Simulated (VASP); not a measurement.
Computed with LDA (Ceperley-Alder, Perdew-Zunger), VASP's LDA PAW potentials (set 64) (plane waves; VASP 6.6.1).

VASP input:

File POSCAR:
```
GaN
1.0
  1.5796258099  -2.7359921227   0.0000000000
  1.5796258099   2.7359921227   0.0000000000
  0.0000000000   0.0000000000   5.1435642164
Ga N
2 2
Direct
  0.6666670000   0.3333330000   0.5000507569
  0.3333330000   0.6666670000   0.0000507569
  0.6666670000   0.3333330000   0.8769492431
  0.3333330000   0.6666670000   0.3769492431
```

### INCAR
```
SYSTEM=GaN
PREC=Accurate; ENCUT=520; LREAL=.False.
LASPH=.True.
EDIFF=1E-6; NELM=100; ALGO=Normal
LMAXMIX=4
ISMEAR=0; SIGMA=0.05
IBRION=2; NSW=60; ISIF=3
EDIFFG=-0.02
LWAVE=.False.; LCHARG=.False.
```

File KPOINTS:
```
Automatic mesh
0
Gamma
7 7 4
0 0 0
```

POTCAR, in this order: Ga_d N (LDA.64 set). Program: vasp_std.

Output of the run:

**OSZICAR**
```
       N       E                     dE             d eps       ncg     rms          rms(c)
DAV:   1     0.270929958801E+03    0.27093E+03   -0.18534E+04  1130   0.307E+03
DAV:   2     0.153152431428E+01   -0.26940E+03   -0.25993E+03  1184   0.526E+02
DAV:   3    -0.308699507914E+02   -0.32401E+02   -0.32184E+02  1212   0.152E+02
DAV:   4    -0.320449312131E+02   -0.11750E+01   -0.11730E+01  1436   0.306E+01
DAV:   5    -0.320584401258E+02   -0.13509E-01   -0.13505E-01  1184   0.316E+00    0.108E+01
DAV:   6    -0.279231976226E+02    0.41352E+01   -0.15655E+01  1904   0.599E+01    0.320E+00
DAV:   7    -0.279702753085E+02   -0.47078E-01   -0.15469E+00  1176   0.986E+00    0.258E+00
DAV:   8    -0.279331621063E+02    0.37113E-01   -0.33195E-01  1786   0.766E+00    0.992E-01
DAV:   9    -0.279087618806E+02    0.24400E-01   -0.12088E-01  1808   0.567E+00    0.301E-01
DAV:  10    -0.279099032913E+02   -0.11414E-02   -0.55913E-03  1412   0.910E-01    0.127E-01
DAV:  11    -0.279093277078E+02    0.57558E-03   -0.28482E-03  1732   0.977E-01    0.192E-02
DAV:  12    -0.279093577157E+02   -0.30008E-04   -0.30270E-04  1152   0.126E-01    0.217E-02
DAV:  13    -0.279093602365E+02   -0.25208E-05   -0.11812E-04  1790   0.157E-01    0.312E-02
DAV:  14    -0.279093525595E+02    0.76770E-05   -0.28108E-05  1578   0.681E-02    0.854E-03
DAV:  15    -0.279093523971E+02    0.16246E-06   -0.33520E-06  1160   0.148E-02
   1 F= -.27909352E+02 E0= -.27909352E+02  d E =-.279094E+02
```

OUTCAR:
```
------------------------ aborting loop because EDIFF is reached ----------------------------------------
  FORCE on cell =-STRESS in cart. coord.  units (eV):
  Direction    XX          YY          ZZ          XY          YZ          ZX
  --------------------------------------------------------------------------------------
  Total       -0.0388274     -0.0388274      0.0214776      0.0000000      0.0000000      0.0000000
  in kB       -1.3992201     -1.3992201      0.7739874      0.0000000      0.0000000      0.0000000
  external PRESSURE =      -0.6748176 kB  Pullay stress =       0.0000000 kB
  volume of cell :       44.46
      direct lattice vectors                 reciprocal lattice vectors
     1.579625810 -2.735992123  0.000000000     0.316530660 -0.182749064  0.000000000
     1.579625810  2.735992123  0.000000000     0.316530660  0.182749064  0.000000000
     0.000000000  0.000000000  5.143564216     0.000000000  0.000000000  0.194417715
  FREE ENERGIE OF THE ION-ELECTRON SYSTEM (eV)
  ---------------------------------------------------
  free  energy   TOTEN  =       -27.9093523971 eV

  energy  without entropy=      -27.9093523971  energy(sigma->0) =      -27.90935240

 reached required accuracy - stopping structural energy minimisation
```
(Selected blocks of OUTCAR.)

The compound is GaN in the wurtzite structure. It was relaxed first. The start is the result of an earlier pass.
